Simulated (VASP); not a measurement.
Zr:

```xyz
2
Lattice="3.2392 0.0000 0.0000 -1.6196 2.8053 0.0000 0.0000 0.0000 5.1722" Properties=species:S:1:pos:R:3 pbc="T T T"
Zr    0.0000    1.8702    1.2931
Zr    1.6196    0.9351    3.8792
```

| Property | Result |
| --- | --- |
| Program | VASP 6.6.1 |
| Task | relaxation of cell and atoms |
| Functional | PBEsol |
| Potentials or basis | VASP PAW PBE potentials, release 64 (Zr_sv) |
| Cutoff | 600 eV |
| k mesh | 15 × 15 × 8 |
| Occupations | gaussian, width 0.1 eV |
| Spin | no spin polarisation |

At the start: pressure -4.1 GPa; volume 23.50 Å³/atom.

Q: Where does the relaxation end?

A: Over 10 steps the energy falls by 13.5 meV/atom and the volume is 22.48 Å³/atom (-4.4 %); space group P6_3/mmc (No. 194, to 0.05 Å).

The path:
| step | energy change (eV) | largest force (eV/Å) | pressure (GPa) | volume (Å³) |
| --- | --- | --- | --- | --- |
| 1 | 0.0000 | 0.0000 | -4.08 | 47.00 |
| 2 | 0.0007 | 0.0000 | 4.68 | 43.04 |
| 3 | -0.0267 | 0.0000 | -0.03 | 44.99 |
| 4 | -0.0267 | 0.0000 | 0.06 | 44.95 |
| 5 | -0.0270 | 0.0000 | 0.05 | 44.94 |
| 6 | -0.0270 | 0.0000 | 0.05 | 44.93 |
| 7 | -0.0270 | 0.0000 | 0.05 | 44.93 |
| 8 | -0.0270 | 0.0000 | 0.05 | 44.93 |
| 9 | -0.0270 | 0.0000 | -0.06 | 44.98 |
| 10 | -0.0270 | 0.0000 | 0.00 | 44.95 |

Final structure:
```
CELL_PARAMETERS angstrom
3.18434 0.00000 0.00000
-1.59217 2.75772 0.00000
0.00000 0.00000 5.11895
ATOMIC_POSITIONS crystal
Zr 0.33333 0.66667 0.25000
Zr 0.66667 0.33333 0.75000
```

Caveat: the PAW data sets were made with another functional, which shifts forces and pressure a little.
